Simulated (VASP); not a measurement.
## MgS (relaxed from the rock salt structure, space group Fm-3m): computed properties

The numbers are results of PBEsol GGA, VASP's PBE PAW potentials (set 64) (plane waves; VASP 6.6.1), not measurements.

```yaml
space_group: Fm-3m (225)
cell: a = 5.178 Å, b = 5.178 Å, c = 5.178 Å, α = 90.00°, β = 90.00°, γ = 90.00°
volume_per_atom: 17.35 Å³/atom
band gap (over mesh and band path): 2.73 eV
smallest direct gap (over mesh and band path): 3.71 eV
band_edge_character: indirect, Γ to X
density: 2.70 g/cm³
```

```yaml
crystal:
  lattice:
    - [0.00000, 2.58892, 2.58892]
    - [2.58892, 0.00000, 2.58892]
    - [2.58892, 2.58892, 0.00000]
  atoms:
    - { symbol: Mg, position: [0.00000, 0.00000, 0.00000] }
    - { symbol: S, position: [0.50000, 0.50000, 0.50000] }
```

The structure was generated: MgS was put into the rock salt type (Fm-3m), which need not be its known phase. It was relaxed first, which changed the volume by -7 %. Symmetry was kept, so distortions that lower it aren't found.
